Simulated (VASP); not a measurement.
Output of a VASP run:

File OSZICAR:
```
       N       E                     dE             d eps       ncg     rms          rms(c)
DAV:   1     0.319954283360E+03    0.31995E+03   -0.11897E+04  2320   0.803E+02
DAV:   2     0.323936889484E+02   -0.28756E+03   -0.28615E+03  2856   0.223E+02
DAV:   3    -0.740148309972E+01   -0.39795E+02   -0.39519E+02  3176   0.817E+01
DAV:   4    -0.861772698804E+01   -0.12162E+01   -0.12136E+01  2640   0.150E+01
DAV:   5    -0.866664788325E+01   -0.48921E-01   -0.48713E-01  3128   0.264E+00    0.372E+00
DAV:   6    -0.751399677363E+01    0.11527E+01   -0.70473E+00  2616   0.659E+00    0.198E+00
DAV:   7    -0.739360000737E+01    0.12040E+00   -0.65929E-01  2608   0.220E+00    0.982E-01
DAV:   8    -0.738082463918E+01    0.12775E-01   -0.87197E-01  2624   0.166E+00    0.724E-01
DAV:   9    -0.732806669973E+01    0.52758E-01   -0.50328E-01  2784   0.105E+00    0.212E-01
DAV:  10    -0.732881487173E+01   -0.74817E-03   -0.39854E-02  2848   0.437E-01    0.149E-01
DAV:  11    -0.733105944525E+01   -0.22446E-02   -0.12313E-02  2568   0.289E-01    0.710E-02
DAV:  12    -0.733213969703E+01   -0.10803E-02   -0.34465E-03  2568   0.126E-01    0.459E-02
DAV:  13    -0.733315036637E+01   -0.10107E-02   -0.14632E-03  2440   0.104E-01    0.261E-02
DAV:  14    -0.733310928459E+01    0.41082E-04   -0.44792E-04  2568   0.368E-02    0.189E-02
DAV:  15    -0.733325527409E+01   -0.14599E-03   -0.34632E-04  2424   0.560E-02    0.997E-03
DAV:  16    -0.733363012914E+01   -0.37486E-03   -0.93244E-05  2576   0.260E-02    0.754E-03
DAV:  17    -0.733403160475E+01   -0.40148E-03   -0.14282E-04  2376   0.334E-02    0.332E-03
DAV:  18    -0.733409200395E+01   -0.60399E-04   -0.16949E-05  2192   0.156E-02    0.212E-03
DAV:  19    -0.733414864700E+01   -0.56643E-04   -0.18542E-05  1744   0.112E-02    0.579E-04
DAV:  20    -0.733414970578E+01   -0.10588E-05   -0.91657E-07  1920   0.334E-03    0.403E-04
DAV:  21    -0.733414979387E+01   -0.88089E-07   -0.14472E-07  1904   0.155E-03
   1 F= -.73341498E+01 E0= -.73320707E+01  d E =-.415811E-02
```

OUTCAR:
```
------------------------ aborting loop because EDIFF is reached ----------------------------------------
  FORCE on cell =-STRESS in cart. coord.  units (eV):
  Direction    XX          YY          ZZ          XY          YZ          ZX
  --------------------------------------------------------------------------------------
  Total       -1.8221456     -1.8302241     -0.3669125     -0.0266773      0.2144290      0.0389603
  in kB       -5.3807424     -5.4045979     -1.0834818     -0.0787774      0.6332025      0.1150487
  external PRESSURE =      -3.9562741 kB  Pullay stress =       0.0000000 kB
  volume of cell :      542.56
      direct lattice vectors                 reciprocal lattice vectors
     5.020000000  0.000000000  0.000000000     0.199203187  0.000000000  0.000000000
     0.000000000  5.020000000  0.000000000     0.000000000  0.199203187  0.000000000
     0.000000000  0.000000000 21.530000000     0.000000000  0.000000000  0.046446818
 POSITION                                       TOTAL-FORCE (eV/Angst)
 -----------------------------------------------------------------------------------
      0.00181      4.92961      9.49451         0.036374      0.181975      0.294951
      2.45140      2.64798      7.03058         0.040802     -0.162438     -0.050394
      4.95535      0.01552     14.48702         0.138086     -0.056256      0.060833
      2.63145      2.44688     12.04789        -0.215261      0.036719     -0.305390
 -----------------------------------------------------------------------------------
    total drift:                               -0.000688     -0.000460      0.000263
  FREE ENERGIE OF THE ION-ELECTRON SYSTEM (eV)
  ---------------------------------------------------
  free  energy   TOTEN  =        -7.3341497939 eV

  energy  without entropy=       -7.3299916888  energy(sigma->0) =       -7.33207074
```
(Selected blocks of OUTCAR.)

**POSCAR**
```
Ba
1
    5.0200000000     0.0000000000     0.0000000000
    0.0000000000     5.0200000000     0.0000000000
    0.0000000000     0.0000000000    21.5300000000
Ba
4
Direct
  0.0003600000  -0.0180060000   0.4409900000
  0.4883260000   0.5274870000   0.3265480000
 -0.0128780000   0.0030920000   0.6728760000
  0.5241930000   0.4874270000   0.5595860000
```

Write an INCAR and KPOINTS that could have produced this output.

Several could match; the one computed here: the input of the run itself, PBEsol GGA, plane waves, VASP's PBE PAW potentials (set 64).

**KPOINTS**
```
Automatic mesh
0
gamma
9 9 1
```

INCAR:
```
# general
SYSTEM   =  Ba
PREC     =  Accurate
ENCUT    =  300
LREAL    =  .FALSE.   # projection in real space or not
LASPH    =  .TRUE.

# electronic loop
EDIFF    =  1E-6
NELM     =  100
ALGO     =  Normal   # blocked Davidson
LMAXMIX  =  4   # l cut-off of mixed one-centre charges

# smearing
ISMEAR   =  0
SIGMA    =  0.05   # width (eV)

# functional
GGA      =  PS

# ions
ISIF     =  2   # forces and stress, cell fixed

# output
LWAVE    =  .FALSE.
LCHARG   =  .FALSE.
```

POTCAR, in this order: Ba_sv (PBE.64 set). Program: vasp_std.

At this cut-off the stress carries a Pulay error, which pulls relaxed volumes low. The cell holds a wide vacuum, so values per volume refer to the whole cell.

The cell is a sheet with vacuum, built from a generated structure.
